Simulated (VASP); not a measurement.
These are vdW-DF2, VASP's PBE PAW potentials (set 64) (plane waves; VASP) values and carry that method's errors.

VASP input:

POSCAR:
```
SnTe
1
    0.0000000000     3.1600000000     3.1600000000
    3.1600000000     0.0000000000     3.1600000000
    3.1600000000     3.1600000000     0.0000000000
Sn Te
1 1
Direct
  0.0000000000   0.0000000000   0.0000000000
  0.5000000000   0.5000000000   0.5000000000
```

**KPOINTS**
```
Automatic mesh
0
Gamma
7 7 7
0 0 0
```

### INCAR
```
# general
SYSTEM   = SnTe
PREC     = Accurate
ENCUT    = 520
LREAL    = .False.
LASPH    = .True.

# electronic loop
EDIFF    = 1E-6
NELM     = 100
ALGO     = Normal
LMAXMIX  = 4

# smearing
ISMEAR   = 0
SIGMA    = 0.05

# functional
GGA      = ML
LUSE_VDW = .True.
AGGAC    = 0.0
ZAB_VDW  = -1.8867

# ions
IBRION   = 2
NSW      = 60
ISIF     = 3
EDIFFG   = -0.01

# output
LWAVE    = .False.
LCHARG   = .False.
```

POTCAR, in this order: Sn_d Te (PBE.64 set). Program: vasp_std.

Output of the run:

OSZICAR:
```
       N       E                     dE             d eps       ncg     rms          rms(c)
DAV:   1     0.131751453283E+03    0.13175E+03   -0.96576E+03   560   0.161E+03
DAV:   2     0.933028069340E+01   -0.12242E+03   -0.11980E+03   590   0.371E+02
DAV:   3    -0.157503632048E+01   -0.10905E+02   -0.10874E+02   734   0.101E+02
DAV:   4    -0.187140194150E+01   -0.29637E+00   -0.29629E+00   634   0.182E+01
DAV:   5    -0.188326588903E+01   -0.11864E-01   -0.11864E-01   822   0.344E+00    0.406E+00
DAV:   6    -0.178466448403E+01    0.98601E-01   -0.27305E-01   626   0.309E+00    0.267E+00
DAV:   7    -0.178631612415E+01   -0.16516E-02   -0.71906E-02   650   0.133E+00    0.104E+00
DAV:   8    -0.178760163050E+01   -0.12855E-02   -0.73468E-03   566   0.800E-01    0.174E-01
DAV:   9    -0.178778324115E+01   -0.18161E-03   -0.10472E-03   632   0.317E-01    0.645E-02
DAV:  10    -0.178781178169E+01   -0.28541E-04   -0.12915E-04   578   0.102E-01    0.171E-02
DAV:  11    -0.178782053174E+01   -0.87501E-05   -0.22150E-05   644   0.477E-02    0.665E-03
DAV:  12    -0.178782156175E+01   -0.10300E-05   -0.12637E-06   454   0.177E-02    0.296E-03
DAV:  13    -0.178782124925E+01    0.31251E-06   -0.15825E-07   304   0.506E-03
   1 F= -.17878212E+01 E0= -.17878212E+01  d E =-.178782E+01
       N       E                     dE             d eps       ncg     rms          rms(c)
DAV:   1    -0.855278390189E+01   -0.67650E+01   -0.18882E+02   680   0.273E+02    0.135E+01
DAV:   2    -0.347661255157E+01    0.50762E+01   -0.88484E+00   638   0.444E+01    0.624E+00
DAV:   3    -0.206144263823E+01    0.14152E+01   -0.48381E+00   786   0.300E+01    0.147E+00
DAV:   4    -0.202439942754E+01    0.37043E-01   -0.11604E-01   566   0.351E+00    0.105E+00
DAV:   5    -0.199974181311E+01    0.24658E-01   -0.15610E-02   790   0.104E+00    0.337E-01
DAV:   6    -0.199839869124E+01    0.13431E-02   -0.43153E-03   686   0.104E+00    0.507E-02
DAV:   7    -0.199837171786E+01    0.26973E-04   -0.19030E-04   680   0.171E-01    0.212E-02
DAV:   8    -0.199837725406E+01   -0.55362E-05   -0.10791E-05   676   0.310E-02    0.848E-03
DAV:   9    -0.199837560274E+01    0.16513E-05   -0.95085E-07   330   0.147E-02    0.512E-03
DAV:  10    -0.199837476325E+01    0.83950E-06   -0.48657E-07   364   0.785E-03
   2 F= -.19983748E+01 E0= -.19983748E+01  d E =-.210554E+00
       N       E                     dE             d eps       ncg     rms          rms(c)
DAV:   1    -0.234426706742E+01   -0.34589E+00   -0.71899E+00   674   0.392E+01    0.319E+00
DAV:   2    -0.207348561783E+01    0.27078E+00   -0.50807E-01   680   0.111E+01    0.135E+00
DAV:   3    -0.201440531198E+01    0.59080E-01   -0.18957E-01   680   0.639E+00    0.329E-01
DAV:   4    -0.201212014729E+01    0.22852E-02   -0.55918E-03   672   0.753E-01    0.188E-01
DAV:   5    -0.201138934017E+01    0.73081E-03   -0.44632E-04   750   0.178E-01    0.593E-02
DAV:   6    -0.201136265059E+01    0.26690E-04   -0.52637E-05   632   0.109E-01    0.136E-02
DAV:   7    -0.201136208379E+01    0.56679E-06   -0.41451E-06   638   0.144E-02
   3 F= -.20113621E+01 E0= -.20113621E+01  d E =-.223541E+00
       N       E                     dE             d eps       ncg     rms          rms(c)
DAV:   1    -0.201302607432E+01   -0.16634E-02   -0.37805E-02   674   0.302E+00    0.222E-01
DAV:   2    -0.201170030949E+01    0.13258E-02   -0.23874E-03   680   0.763E-01    0.960E-02
DAV:   3    -0.201138967086E+01    0.31064E-03   -0.10084E-03   680   0.470E-01    0.232E-02
DAV:   4    -0.201137226704E+01    0.17404E-04   -0.27644E-05   592   0.553E-02    0.143E-02
DAV:   5    -0.201136201888E+01    0.10248E-04   -0.36219E-06   590   0.157E-02    0.417E-03
DAV:   6    -0.201136036948E+01    0.16494E-05   -0.51804E-07   280   0.119E-02    0.799E-04
DAV:   7    -0.201136058600E+01   -0.21652E-06   -0.96032E-08   280   0.373E-03
   4 F= -.20113606E+01 E0= -.20113606E+01  d E =-.223539E+00
       N       E                     dE             d eps       ncg     rms          rms(c)
DAV:   1    -0.201185076871E+01   -0.49040E-03   -0.10680E-02   674   0.160E+00    0.119E-01
DAV:   2    -0.201146331569E+01    0.38745E-03   -0.68101E-04   680   0.407E-01    0.513E-02
DAV:   3    -0.201137710008E+01    0.86216E-04   -0.28470E-04   680   0.250E-01    0.124E-02
DAV:   4    -0.201137743256E+01   -0.33248E-06   -0.78450E-06   592   0.294E-02
   5 F= -.20113774E+01 E0= -.20113774E+01  d E =-.168466E-04
```

### OUTCAR
```
------------------------ aborting loop because EDIFF is reached ----------------------------------------
  FORCE on cell =-STRESS in cart. coord.  units (eV):
  Direction    XX          YY          ZZ          XY          YZ          ZX
  --------------------------------------------------------------------------------------
  Total        0.0195726      0.0195726      0.0195726      0.0000000      0.0000000      0.0000000
  in kB        0.4224405      0.4224405      0.4224405      0.0000000      0.0000000      0.0000000
  external PRESSURE =       0.4224405 kB  Pullay stress =       0.0000000 kB
  volume of cell :       74.23
      direct lattice vectors                 reciprocal lattice vectors
     0.000000000  3.335708658  3.335708658    -0.149893187  0.149893187  0.149893187
     3.335708658 -0.000000000  3.335708658     0.149893187 -0.149893187  0.149893187
     3.335708658  3.335708658  0.000000000     0.149893187  0.149893187 -0.149893187
 POSITION                                       TOTAL-FORCE (eV/Angst)
 -----------------------------------------------------------------------------------
      6.67142      3.33571      3.33571         0.000000      0.000000      0.000000
      3.33571      3.33571      3.33571        -0.000000     -0.000000     -0.000000
 -----------------------------------------------------------------------------------
    total drift:                                0.000000      0.000000      0.000000
  FREE ENERGIE OF THE ION-ELECTRON SYSTEM (eV)
  ---------------------------------------------------
  free  energy   TOTEN  =        -2.0113774326 eV

  energy  without entropy=       -2.0113774326  energy(sigma->0) =       -2.01137743

 reached required accuracy - stopping structural energy minimisation
```
(Selected blocks of OUTCAR.)

**CONTCAR**
```
SnTe
   1.00000000000000
     0.0000000000000000    3.3357086576218644    3.3357086576218644
     3.3357086576218644   -0.0000000000000000    3.3357086576218644
     3.3357086576218644    3.3357086576218644    0.0000000000000000
  Sn              Te
     1     1
Direct
     0.0000000000000000    1.0000000000000000    1.0000000000000000
     0.5000000000000000    0.5000000000000000    0.5000000000000000
```

Energy and stress use the plane-wave basis of the starting cell.

The compound is SnTe in the rock salt structure, which distorts at low temperature. This run relaxes it. Symmetry was kept, so distortions that lower it aren't found.
